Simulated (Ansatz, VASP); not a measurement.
# TiSeS in two plane-wave programs, part 2 of 3

Wanted: the spread between two codes on one cell, functional and k mesh. The cell is taken from a series of runs on this material, whose earlier steps may have relaxed, scaled, displaced or heated it; both programs get it as it stands.

VASP 6.6.1 and Ansatz 0.2.0.

So far: Starting point; Ansatz: zone-centre phonons, PBEsol, pair 1.

### Step 3. VASP: zone-centre phonons, PBEsol, pair 1

Level of this step: PBEsol, no spin polarisation; plane waves and PAW (Ti_sv, S, Se) (VASP).

The same cell, functional, mesh and smearing now go to VASP, with its own data sets.

Lines of VASP's logs that name or quote its potential files are left out, and so is its time.

Contents of INCAR:

```
SYSTEM = TiSeS
PREC = Accurate
ENCUT = 500
EDIFF = 1E-08
NELM = 120
ISMEAR = 1
SIGMA = 0.2
LREAL = .FALSE.
ALGO = Normal
GGA = PS
NBANDS = 18
LASPH = .TRUE.
LORBIT = 11
LWAVE = .FALSE.
LCHARG = .FALSE.
ISIF = 2
IBRION = 8
GGA_COMPAT = .FALSE.
NELMDL = -8
KPAR = 2
```

Contents of POSCAR:

```
TiSeS
1.0
    3.4099453813      0.0000000000      0.0000000000
   -1.7049726907      2.8645063459      0.0000000000
    0.0000000000      0.0000000000     30.0000000000
Ti S Se
1 1 1
Direct
    0.9989521249      0.9979042499      0.3352742092
    0.3362086033      0.6724172067      0.3809443688
    0.6648392716      0.3296785434      0.2804480887
```

Contents of KPOINTS:

```
Automatic mesh
0
Gamma
15 15 1
0 0 0
```

Potentials, in the order of the species: Ti_sv, S and Se (PBE family, release 64).

The run is started by

```bash
$ mpirun -np 2 vasp_std
```

Numbers of over 12 decimals in the logs are rounded to 6 here.

What it wrote:

```text
[banner, memory and clock lines left out]
running    2 mpi-ranks, on    1 nodes
 distrk:  each k-point on    1 cores,    2 groups
 distr:  one band on    1 cores,    1 groups

 POSCAR found type information on POSCAR TiS Se
 POSCAR found :  3 types and       3 ions
|                                                                             |
|               ----> ADVICE to this user running VASP <----                  |
|                                                                             |
|     You enforced a specific xc type in the INCAR file but a different       |
|     [... a line on the potential file left out ...]
|     I HOPE YOU KNOW WHAT YOU ARE DOING!                                     |
|                                                                             |

 LDA part: xc-table for (Slater+PW92), standard interpolation
 POSCAR, INCAR and KPOINTS ok, starting setup
 FFT: planning ... GRIDC
 FFT: planning ... GRID_SOFT
 FFT: planning ... GRID
 WAVECAR not read
 entering main loop
       N       E                     dE             d eps       ncg     rms          rms(c)
DAV:   1     0.173418701216E+03    0.17342E+03   -0.10528E+04  2816   0.981E+02
DAV:   2     0.283387000826E+01   -0.17058E+03   -0.16600E+03  3020   0.241E+02
DAV:   3    -0.221241991762E+02   -0.24958E+02   -0.24749E+02  4014   0.861E+01
DAV:   4    -0.232577329470E+02   -0.11335E+01   -0.11312E+01  3170   0.178E+01
DAV:   5    -0.233445108213E+02   -0.86778E-01   -0.86762E-01  3588   0.397E+00
DAV:   6    -0.233455360451E+02   -0.10252E-02   -0.10252E-02  3330   0.527E-01
DAV:   7    -0.233455740730E+02   -0.38028E-04   -0.38027E-04  3550   0.838E-02
DAV:   8    -0.233455743713E+02   -0.29820E-06   -0.29768E-06  3400   0.912E-03    0.141E+01
DAV:   9    -0.214685170480E+02    0.18771E+01   -0.30087E+01  2766   0.449E+01    0.101E+01
DAV:  10    -0.206813084857E+02    0.78721E+00   -0.20164E+01  3032   0.332E+01    0.598E+00
DAV:  11    -0.202726218749E+02    0.40869E+00   -0.38941E+00  2528   0.159E+01    0.195E+00
DAV:  12    -0.202337608905E+02    0.38861E-01   -0.24230E-01  2598   0.401E+00    0.733E-01
DAV:  13    -0.202299498866E+02    0.38110E-02   -0.14942E-02  2934   0.930E-01    0.450E-01
DAV:  14    -0.202283093247E+02    0.16406E-02   -0.37987E-03  2782   0.433E-01    0.230E-01
[...]
DAV:  27    -0.202284967392E+02   -0.16236E-05   -0.13862E-07  3014   0.298E-03    0.641E-04
DAV:  28    -0.202284994181E+02   -0.26789E-05   -0.68655E-08  2602   0.136E-03    0.397E-04
DAV:  29    -0.202284999970E+02   -0.57888E-06   -0.74682E-09  2428   0.573E-04    0.246E-04
DAV:  30    -0.202285004372E+02   -0.44027E-06   -0.31543E-09  2158   0.274E-04    0.142E-04
DAV:  31    -0.202285005413E+02   -0.10410E-06   -0.62513E-10  1978   0.146E-04    0.958E-05
DAV:  32    -0.202285005929E+02   -0.51556E-07   -0.12960E-10  1690   0.161E-04    0.632E-05
DAV:  33    -0.202285006051E+02   -0.12154E-07    0.30265E-10  1658   0.597E-05    0.205E-05
DAV:  34    -0.202285006094E+02   -0.43401E-08    0.37222E-10  1410   0.325E-05
   1 F= -.20228501E+02 E0= -.20229095E+02  d E =0.178243E-02
 Linear response reoptimize wavefunctions to high precision
DAV:   1    -0.202285006109E+02   -0.14602E-08    0.39843E-10  1842   0.175E-05
DAV:   2    -0.202285006109E+02   -0.38199E-10    0.40616E-10  1536   0.663E-06
 Linear response DOF=           9
 Linear response progress:
  Degree of freedom:   1/  9
       N       E                     dE             d eps       ncg     rms          rms(c)
RMM:   1    -0.713536724062E+00   -0.71354E+00    0.12152E+01  4071   0.133E+02
RMM:   2    -0.683522051878E+00    0.30015E-01   -0.32650E-01  7194   0.479E+00    0.237E-01
RMM:   3    -0.680817902911E+00    0.27041E-02   -0.23993E-02  8218   0.104E+00    0.122E-01
[...]
RMM:   3    -0.986473192813E-01   -0.55919E-03   -0.14007E-03  8649   0.214E-01    0.549E-02
RMM:   4    -0.990844312896E-01   -0.43711E-03   -0.59336E-04  9887   0.103E-01    0.221E-02
RMM:   5    -0.992654898131E-01   -0.18106E-03   -0.12393E-04 10365   0.474E-02    0.935E-03
RMM:   6    -0.992304128562E-01    0.35077E-04   -0.27615E-05 10279   0.219E-02    0.396E-03
RMM:   7    -0.992431182387E-01   -0.12705E-04   -0.16086E-05 10330   0.111E-02    0.171E-03
RMM:   8    -0.992505592208E-01   -0.74410E-05    0.27087E-06 10622   0.571E-03    0.123E-03
RMM:   9    -0.992534705586E-01   -0.29113E-05   -0.89402E-06 10586   0.313E-03    0.261E-04
RMM:  10    -0.992535000189E-01   -0.29460E-07    0.33986E-06 10766   0.169E-03    0.127E-04
RMM:  11    -0.992536393241E-01   -0.13931E-06   -0.52231E-06 10911   0.930E-04    0.971E-05
RMM:  12    -0.992532285560E-01    0.41077E-06   -0.31813E-07 10987   0.505E-04    0.463E-05
RMM:  13    -0.992531592929E-01    0.69263E-07   -0.20810E-06 10935   0.293E-04    0.211E-05
RMM:  14    -0.992531796632E-01   -0.20370E-07   -0.38149E-07 11192   0.164E-04    0.112E-05
RMM:  15    -0.992532250027E-01   -0.45340E-07   -0.47473E-07 11116   0.959E-05    0.536E-06
RMM:  16    -0.992532436981E-01   -0.18695E-07   -0.61158E-08 11167   0.573E-05    0.140E-06
RMM:  17    -0.992532504477E-01   -0.67496E-08   -0.14620E-07 10875   0.350E-05    0.197E-06
RMM:  18    -0.992532567161E-01   -0.62684E-08   -0.16731E-08 10919   0.234E-05    0.140E-06
 first order change of Fermi-energy  -0.63454E-03
[...]
RMM:   1    -0.168310788357E+00   -0.16831E+00   -0.15706E-01  5723   0.211E+00
RMM:   2    -0.150348943467E+00    0.17962E-01   -0.12377E-02  4690   0.627E-01    0.199E-01
RMM:   3    -0.150687281718E+00   -0.33834E-03   -0.18459E-03  4400   0.318E-01    0.167E-01
RMM:   4    -0.150619407400E+00    0.67874E-04   -0.68851E-04  4432   0.229E-01    0.741E-02
RMM:   5    -0.150751208628E+00   -0.13180E-03   -0.33225E-04  4883   0.106E-01    0.324E-02
RMM:   6    -0.150786609298E+00   -0.35401E-04   -0.10871E-04  5381   0.576E-02    0.175E-02
RMM:   7    -0.150754926022E+00    0.31683E-04   -0.28093E-05  5802   0.291E-02    0.831E-03
RMM:   8    -0.150743621077E+00    0.11305E-04   -0.67634E-06  5448   0.152E-02    0.202E-03
RMM:   9    -0.150751762042E+00   -0.81410E-05   -0.42119E-06  5875   0.716E-03    0.242E-03
RMM:  10    -0.150749644810E+00    0.21172E-05   -0.50405E-07  5785   0.413E-03    0.611E-04
RMM:  11    -0.150748085650E+00    0.15592E-05   -0.38145E-06  5839   0.208E-03    0.281E-04
RMM:  12    -0.150747259267E+00    0.82638E-06   -0.16817E-06  5981   0.109E-03    0.149E-04
RMM:  13    -0.150746793522E+00    0.46575E-06   -0.22937E-06  5454   0.791E-04    0.243E-04
RMM:  14    -0.150746544013E+00    0.24951E-06   -0.80981E-08  5640   0.521E-04    0.657E-05
RMM:  15    -0.150746088847E+00    0.45517E-06    0.13930E-07  5754   0.309E-04    0.305E-05
RMM:  16    -0.150745979091E+00    0.10976E-06   -0.12873E-07  5965   0.183E-04    0.424E-05
RMM:  17    -0.150745951843E+00    0.27248E-07   -0.82791E-08  5932   0.107E-04    0.240E-05
RMM:  18    -0.150745947618E+00    0.42249E-08   -0.78089E-08  5894   0.741E-05    0.707E-06
 first order change of Fermi-energy  -0.91293E+00
 force on displaced ion       2 direction 3 :   0.000  -0.244 -10.124
 Linear response progress:
  Degree of freedom:   7/  9
       N       E                     dE             d eps       ncg     rms          rms(c)
RMM:   1    -0.781439748865E-01   -0.78144E-01   -0.22257E-02  9998   0.137E+00
RMM:   2    -0.727327323549E-01    0.54112E-02   -0.49903E-03  7923   0.373E-01    0.708E-02
RMM:   3    -0.730596813448E-01   -0.32695E-03   -0.13581E-03  9452   0.137E-01    0.417E-02
RMM:   4    -0.734361801773E-01   -0.37650E-03   -0.27914E-04  9246   0.761E-02    0.774E-03
RMM:   5    -0.734277928892E-01    0.83873E-05   -0.89983E-05 10139   0.343E-02    0.486E-03
RMM:   6    -0.734256372891E-01    0.21556E-05   -0.16353E-05  9987   0.152E-02    0.231E-03
RMM:   7    -0.734284935124E-01   -0.28562E-05   -0.22390E-06  9802   0.801E-03    0.196E-03
RMM:   8    -0.734308133762E-01   -0.23199E-05   -0.26758E-06  9748   0.440E-03    0.762E-04
RMM:   9    -0.734326465548E-01   -0.18332E-05    0.99701E-07 10691   0.230E-03    0.197E-04
RMM:  10    -0.734329085053E-01   -0.26195E-06    0.36984E-07 10861   0.109E-03    0.112E-04
RMM:  11    -0.734332560473E-01   -0.34754E-06    0.58868E-07 11016   0.576E-04    0.302E-05
RMM:  12    -0.734332466211E-01    0.94263E-08   -0.14472E-09 11129   0.304E-04    0.183E-05
 first order change of Fermi-energy  -0.71143E-03
 force on displaced ion       3 direction 1 :  -3.118  -0.001   0.000
 Linear response progress:
  Degree of freedom:   8/  9
       N       E                     dE             d eps       ncg     rms          rms(c)
RMM:   1    -0.772858701634E-01   -0.77286E-01   -0.25506E-02  5630   0.138E+00
RMM:   2    -0.718211113657E-01    0.54648E-02   -0.50682E-03  4521   0.378E-01    0.718E-02
RMM:   3    -0.721538470459E-01   -0.33274E-03   -0.13912E-03  5271   0.138E-01    0.424E-02
RMM:   4    -0.725281586291E-01   -0.37431E-03   -0.30610E-04  5008   0.826E-02    0.177E-02
RMM:   5    -0.725431564001E-01   -0.14998E-04   -0.89783E-05  5281   0.484E-02    0.797E-03
RMM:   6    -0.725303897686E-01    0.12767E-04   -0.22124E-05  5667   0.220E-02    0.348E-03
RMM:   7    -0.725288436421E-01    0.15461E-05   -0.50385E-06  5925   0.955E-03    0.106E-03
RMM:   8    -0.725315708905E-01   -0.27272E-05   -0.24451E-06  6156   0.414E-03    0.634E-04
RMM:   9    -0.725334024414E-01   -0.18316E-05   -0.47439E-07  6025   0.206E-03    0.272E-04
RMM:  10    -0.725342419429E-01   -0.83950E-06   -0.70469E-08  6164   0.113E-03    0.933E-05
RMM:  11    -0.725338770488E-01    0.36489E-06    0.60953E-07  6119   0.591E-04    0.434E-05
RMM:  12    -0.725339586396E-01   -0.81591E-07   -0.59378E-07  6258   0.330E-04    0.256E-05
RMM:  13    -0.725339634062E-01   -0.47666E-08    0.77140E-08  6235   0.180E-04    0.991E-06
 first order change of Fermi-energy   0.41666E-01
 force on displaced ion       3 direction 2 :   0.000  -2.897  -0.293
 Linear response progress:
  Degree of freedom:   9/  9
       N       E                     dE             d eps       ncg     rms          rms(c)
RMM:   1    -0.134266628363E+00   -0.13427E+00   -0.38445E-03  5656   0.160E+00
RMM:   2    -0.127452921391E+00    0.68137E-02   -0.50585E-03  4618   0.395E-01    0.124E-01
RMM:   3    -0.127645707064E+00   -0.19279E-03   -0.10617E-03  4948   0.168E-01    0.956E-02
RMM:   4    -0.127809245253E+00   -0.16354E-03   -0.46083E-04  4918   0.149E-01    0.628E-02
RMM:   5    -0.127875608053E+00   -0.66363E-04   -0.15204E-04  4872   0.745E-02    0.158E-02
RMM:   6    -0.127856213704E+00    0.19394E-04   -0.61217E-05  5813   0.383E-02    0.997E-03
RMM:   7    -0.127851787598E+00    0.44261E-05   -0.12700E-05  5876   0.185E-02    0.591E-03
RMM:   8    -0.127850922830E+00    0.86477E-06   -0.46254E-06  5899   0.942E-03    0.253E-03
RMM:   9    -0.127855957736E+00   -0.50349E-05   -0.67698E-06  5902   0.493E-03    0.112E-03
RMM:  10    -0.127856677068E+00   -0.71933E-06    0.36576E-06  5978   0.257E-03    0.638E-04
RMM:  11    -0.127856961378E+00   -0.28431E-06   -0.96667E-07  5830   0.160E-03    0.177E-04
RMM:  12    -0.127856619421E+00    0.34196E-06   -0.53564E-07  5907   0.876E-04    0.219E-04
RMM:  13    -0.127856709269E+00   -0.89848E-07   -0.11641E-06  5771   0.533E-04    0.719E-05
RMM:  14    -0.127856975656E+00   -0.26639E-06   -0.25417E-07  5665   0.366E-04    0.831E-05
RMM:  15    -0.127857106288E+00   -0.13063E-06   -0.42196E-07  5863   0.188E-04    0.711E-05
RMM:  16    -0.127857231762E+00   -0.12547E-06   -0.22988E-08  5843   0.120E-04    0.444E-05
RMM:  17    -0.127857343449E+00   -0.11169E-06   -0.17257E-07  5507   0.956E-05    0.137E-05
RMM:  18    -0.127857347634E+00   -0.41852E-08   -0.85028E-08  6025   0.505E-05    0.953E-06
 first order change of Fermi-energy  -0.53583E+00
 force on displaced ion       3 direction 3 :   0.000  -0.315  -9.788
 Linear response finished
```

Parts of OUTCAR (step 3):

```text
ion  position               nearest neighbor table
   1  0.999  0.998  0.335-   2 2.37   2 2.38   2 2.38   3 2.52   3 2.55   3 2.55
   2  0.336  0.672  0.381-   1 2.37   1 2.38   1 2.38
   3  0.665  0.330  0.280-   1 2.52   1 2.55   1 2.55

  LATTYP: Found a base centered orthorhombic cell.
 ALAT       =     3.4099453813
 B/A-ratio  =     1.6800892833
 C/A-ratio  =     8.7977948751

 Subroutine GETGRP returns: Found  2 space group operations
 (whereof  2 operations were pure point group operations)

The static configuration has the point symmetry C_1h.

 Found     64 irreducible k-points:

   k-points           NKPTS =     64   k-points in BZ     NKDIM =     64   number of bands    NBANDS=     18

   dimension x,y,z NGX =    28 NGY =   24 NGZ =  224
   dimension x,y,z NGXF=    56 NGYF=   48 NGZF=  448

   ENCUT  =  500.0 eV  36.75 Ry    6.06 a.u.   6.22  6.08 54.70*2*pi/ulx,y,z

   NELECT =      24.0000    total number of electrons

 k-points in reciprocal lattice and weights: Automatic mesh
   0.00000000  0.00000000  0.00000000       0.004
   0.06666667 -0.00000000  0.00000000       0.018
   0.13333333 -0.00000000  0.00000000       0.018
   0.20000000 -0.00000000  0.00000000       0.018
   0.26666667 -0.00000000  0.00000000       0.018
   0.33333333 -0.00000000  0.00000000       0.018
   0.40000000 -0.00000000  0.00000000       0.018
   0.46666667 -0.00000000  0.00000000       0.018
   0.00000000  0.06666667  0.00000000       0.009
[...]
0.00000000  0.46666667  0.00000000       0.009
   0.06666667  0.46666667  0.00000000       0.009

 average (electrostatic) potential at core
       1 -84.4594       2 -94.5818       3 -61.0102

  Total        0.3227610      1.3429409      0.0511027     -0.0000000      0.0024166     -0.0000000
  in kB        1.7647090      7.3425856      0.2794060     -0.0000000      0.0132131     -0.0000000
  external PRESSURE =       3.1289002 kB  Pullay stress =       0.0000000 kB

  energy-cutoff  :      500.00
  volume of cell :      293.03
      direct lattice vectors                 reciprocal lattice vectors
     3.409945381  0.000000000  0.000000000     0.293259829  0.174550146  0.000000000
    -1.704972691  2.864506346  0.000000000     0.000000000  0.349100291  0.000000000
     0.000000000  0.000000000 30.000000000     0.000000000  0.000000000  0.033333333

 POSITION                                       TOTAL-FORCE (eV/Angst)
 -----------------------------------------------------------------------------------
      1.70497      2.85850     10.05823        -0.000000      0.001013      0.007619
     -0.00000      1.92614     11.42833        -0.000000      0.000294      0.019383
      1.70497      0.94437      8.41344         0.000000     -0.001307     -0.027001
 -----------------------------------------------------------------------------------
    total drift:                               -0.000005      0.000281     -0.000553

 Eigenvectors and eigenvalues of the dynamical matrix
 ----------------------------------------------------

   1 f  =   11.537535 THz    72.492467 2PiTHz  384.850727 cm-1    47.715387 meV
             X         Y         Z           dx          dy          dz
      1.704973  2.858503 10.058226    -0.000000    0.037285    0.741679
     -0.000000  1.926143 11.428331     0.000000   -0.031685   -0.648438
      1.704973  0.944366  8.413443     0.000000   -0.008796   -0.164224

   2 f  =    7.494060 THz    47.086566 2PiTHz  249.974924 cm-1    30.992927 meV
             X         Y         Z           dx          dy          dz
      1.704973  2.858503 10.058226    -0.000000   -0.009964   -0.383685
     -0.000000  1.926143 11.428331     0.000000   -0.037032   -0.612602
      1.704973  0.944366  8.413443    -0.000000    0.031056    0.689253

   3 f  =    7.486325 THz    47.037964 2PiTHz  249.716907 cm-1    30.960937 meV
             X         Y         Z           dx          dy          dz
      1.704973  2.858503 10.058226    -0.549413    0.000000    0.000000
     -0.000000  1.926143 11.428331     0.829533   -0.000000    0.000000
      1.704973  0.944366  8.413443    -0.100099    0.000000   -0.000000

   4 f  =    7.053321 THz    44.317321 2PiTHz  235.273456 cm-1    29.170178 meV
             X         Y         Z           dx          dy          dz
      1.704973  2.858503 10.058226     0.000000    0.469314   -0.019438
     -0.000000  1.926143 11.428331    -0.000000   -0.861899    0.048340
      1.704973  0.944366  8.413443     0.000000    0.184160   -0.015677

   5 f  =    4.291703 THz    26.965565 2PiTHz  143.155803 cm-1    17.749049 meV
             X         Y         Z           dx          dy          dz
      1.704973  2.858503 10.058226    -0.629471    0.000000   -0.000000
     -0.000000  1.926143 11.428331    -0.332144    0.000000   -0.000000
      1.704973  0.944366  8.413443     0.702458   -0.000000    0.000000

   6 f  =    3.929961 THz    24.692675 2PiTHz  131.089396 cm-1    16.253006 meV
             X         Y         Z           dx          dy          dz
      1.704973  2.858503 10.058226    -0.000000   -0.691330    0.032330
     -0.000000  1.926143 11.428331    -0.000000   -0.230230    0.006621
      1.704973  0.944366  8.413443     0.000000    0.683455   -0.029277

   7 f/i=    0.000912 THz     0.005730 2PiTHz    0.030421 cm-1     0.003772 meV
             X         Y         Z           dx          dy          dz
      1.704973  2.858503 10.058226    -0.000000    0.042749    0.547213
     -0.000000  1.926143 11.428331    -0.000000    0.035009    0.447922
      1.704973  0.944366  8.413443    -0.000000    0.054914    0.702749

   8 f/i=    0.004152 THz     0.026085 2PiTHz    0.138483 cm-1     0.017170 meV
             X         Y         Z           dx          dy          dz
      1.704973  2.858503 10.058226     0.549465    0.000000    0.000000
     -0.000000  1.926143 11.428331     0.448949    0.000000    0.000000
      1.704973  0.944366  8.413443     0.704651    0.000000    0.000000

   9 f/i=    0.005081 THz     0.031926 2PiTHz    0.169492 cm-1     0.021014 meV
             X         Y         Z           dx          dy          dz
      1.704973  2.858503 10.058226    -0.000000    0.546343   -0.042824
     -0.000000  1.926143 11.428331    -0.000000    0.447799   -0.035114
      1.704973  0.944366  8.413443    -0.000000    0.703503   -0.054789

 ELASTIC MODULI CONTR FROM IONIC RELAXATION (kBar)
 Direction    XX          YY          ZZ          XY          YZ          ZX
 --------------------------------------------------------------------------------
 XX         -93.6109    -57.6581   -147.2071      0.0000     43.8964     -0.0000
 YY         -57.6581    -98.7393   -151.2318      0.0000    -56.4686      0.0000
 ZZ        -147.2071   -151.2318   -295.7583      0.0000     -6.4201      0.0000
 XY           0.0000      0.0000      0.0000    -16.5987      0.0000     45.6342
 YZ          43.8964    -56.4686     -6.4201      0.0000   -155.2967      0.0000
 ZX          -0.0000      0.0000      0.0000     45.6342      0.0000   -129.5744
 --------------------------------------------------------------------------------
```

### Step 4. Side by side

Known differences besides the potentials themselves: Ansatz cuts the interaction across the vacuum, VASP repeats the sheet without a dipole correction; the data sets hold 34 valence electrons in Ansatz (on its PAW soft_1 files) and 24 in VASP; the cutoff is 420 eV in Ansatz and 500 eV in VASP; Ansatz makes its cores anew for this functional, VASP keeps those of its PBE data sets. Total energies have different zeros and are not compared.

The two programs side by side:

| quantity | Ansatz | VASP | difference |
| --- | --- | --- | --- |
| optical mode 1 (cm⁻¹) | 130.0 | 131.1 | -0.83 % |
| optical mode 2 (cm⁻¹) | 131.3 | 143.2 | -8.27 % |
| optical mode 3 (cm⁻¹) | 234.8 | 235.3 | -0.19 % |
| optical mode 4 (cm⁻¹) | 239.2 | 249.7 | -4.19 % |
| optical mode 5 (cm⁻¹) | 249.7 | 250.0 | -0.13 % |
| optical mode 6 (cm⁻¹) | 384.4 | 384.9 | -0.11 % |

Modes are paired by rising frequency, not by their patterns, so a pair may set unlike modes beside each other; they are those without the splitting of longitudinal modes. Where the cell holds vacuum, a pressure given here is an average over it and none of the material.

(Continued in part 3 of 3.)

[Lines on the potential files, build, host, timing and source positions are cut from VASP's logs without a mark.]

[Logs are printed without paths, hosts, clocks, repeated set-up lines and the standing remarks that a program may print on its own settings, such as how far it seeks lower states.]

[Hosts, paths, dates, database ids (printed as entryN), source tags and the programs' standing remarks are cut or masked in the printed files.]
